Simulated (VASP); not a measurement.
Level of theory: PBE GGA, VASP's PBE PAW potentials (set 64) (plane waves; VASP 6.6.1).

VASP input:

**INCAR**
```
SYSTEM=TiAl
PREC=Accurate; ENCUT=400; LREAL=F
LASPH=T
EDIFF=1E-7; NELM=100; ALGO=Normal
LMAXMIX=4
ISMEAR=-5
GGA=PE
ISIF=2
LWAVE=F; LCHARG=T; LORBIT=11
NEDOS=601
```

POSCAR:
```
TiAl
4.0598170
  0.6954373004   0.0000000000   0.0000000000
  0.0000000000   0.6954373004   0.0000000000
  0.0000000000   0.0000000000   1.0000000652
Ti Al
1 1
Direct
  0.0000000000   0.0000000000   0.0000000000
  0.5000000000   0.5000000000   0.5000000000
```

File KPOINTS:
```
kpoints
0
Gamma
  14 14 10
```

POTCAR, in this order: Ti_sv Al (PBE.64 set). Program: vasp_std.

The run wrote:

OUTCAR:
```
 ion  position               nearest neighbor table
   1  0.000  0.000  0.000-   2 2.85   2 2.85   2 2.85   2 2.85   2 2.85   2 2.85   2 2.85   2 2.85
  LATTYP: Found a simple tetragonal cell.
 ALAT       =     2.8233481746
 C/A-ratio  =     1.4379442470
 Subroutine PRICEL returns:
 Original cell was already a primitive cell.
 Subroutine GETGRP returns: Found 16 space group operations
The static configuration has the point symmetry D_4h.
The dynamic configuration has the point symmetry D_4h.
 Subroutine INISYM returns: Found 16 space group operations
 Subroutine IBZKPT returns following result:
 Found    216 irreducible k-points:

 Following reciprocal coordinates:
            Coordinates               Weight
  0.000000  0.000000  0.000000      1.000000
  0.071429  0.000000  0.000000      4.000000
  0.142857  0.000000  0.000000      4.000000
  0.214286  0.000000  0.000000      4.000000
  0.285714  0.000000  0.000000      4.000000
  0.357143  0.000000  0.000000      4.000000
  0.428571  0.000000  0.000000      4.000000
  0.500000  0.000000  0.000000      2.000000
  0.071429  0.071429  0.000000      4.000000
...
```

**OSZICAR**
```
       N       E                     dE             d eps       ncg     rms          rms(c)
DAV:   1     0.781446777892E+02    0.78145E+02   -0.65096E+03  4755   0.116E+03
DAV:   2    -0.881324148804E+01   -0.86958E+02   -0.84391E+02  4827   0.303E+02
DAV:   3    -0.138248867489E+02   -0.50116E+01   -0.48376E+01  7313   0.729E+01
DAV:   4    -0.139872759326E+02   -0.16239E+00   -0.16125E+00  6069   0.112E+01
DAV:   5    -0.139937824088E+02   -0.65065E-02   -0.64772E-02  6852   0.202E+00    0.970E+00
DAV:   6    -0.125595699223E+02    0.14342E+01   -0.12914E+01  5866   0.385E+01    0.339E+00
DAV:   7    -0.124006911509E+02    0.15888E+00   -0.12151E+00  5563   0.118E+01    0.190E+00
DAV:   8    -0.123879940619E+02    0.12697E-01   -0.15776E-01  5347   0.434E+00    0.505E-01
DAV:   9    -0.123856273669E+02    0.23667E-02   -0.24502E-02  5419   0.207E+00    0.244E-01
DAV:  10    -0.123858073743E+02   -0.18001E-03   -0.14823E-03  5906   0.435E-01    0.507E-02
DAV:  11    -0.123858068612E+02    0.51306E-06   -0.29596E-04  5803   0.189E-01    0.397E-02
DAV:  12    -0.123858140056E+02   -0.71444E-05   -0.19770E-05  5592   0.479E-02    0.114E-02
DAV:  13    -0.123858145539E+02   -0.54830E-06   -0.87855E-07  6395   0.936E-03    0.575E-03
DAV:  14    -0.123858144979E+02    0.56038E-07   -0.33350E-07  4875   0.726E-03
   1 F= -.12385814E+02 E0= -.12385814E+02  d E =0.000000E+00
```

OUTCAR:
```
------------------------ aborting loop because EDIFF is reached ----------------------------------------
  FORCE on cell =-STRESS in cart. coord.  units (eV):
  Direction    XX          YY          ZZ          XY          YZ          ZX
  --------------------------------------------------------------------------------------
  Total       -0.0255133     -0.0255133      0.0719543      0.0000000      0.0000000      0.0000000
  in kB       -1.2631119     -1.2631119      3.5623109      0.0000000      0.0000000      0.0000000
  external PRESSURE =       0.3453624 kB  Pullay stress =       0.0000000 kB
  volume of cell :       32.36
      direct lattice vectors                 reciprocal lattice vectors
     2.823348175  0.000000000  0.000000000     0.354189401  0.000000000  0.000000000
     0.000000000  2.823348175  0.000000000     0.000000000  0.354189401  0.000000000
     0.000000000  0.000000000  4.059817265     0.000000000  0.000000000  0.246316505
 POSITION                                       TOTAL-FORCE (eV/Angst)
 -----------------------------------------------------------------------------------
      0.00000      0.00000      0.00000         0.000000      0.000000      0.000000
      1.41167      1.41167      2.02991         0.000000      0.000000      0.000000
 -----------------------------------------------------------------------------------
    total drift:                                0.000000     -0.000000     -0.000000
  FREE ENERGIE OF THE ION-ELECTRON SYSTEM (eV)
  ---------------------------------------------------
  free  energy   TOTEN  =       -12.3858144979 eV

  energy  without entropy=      -12.3858144979  energy(sigma->0) =      -12.38581450

 total charge

# of ion       s       p       d       tot
------------------------------------------
    1        2.199   6.118   1.960  10.276
    2        0.412   0.419   0.000   0.830
--------------------------------------------------
tot          2.611   6.537   1.960  11.107
```
(Selected blocks of OUTCAR.)

For a metal the tetrahedron method with Blöchl corrections gives inexact stress and forces.

The compound is TiAl in the L1_0 structure. It was relaxed first. The electron count is odd and the run is not spin-polarised, which forces a metal.
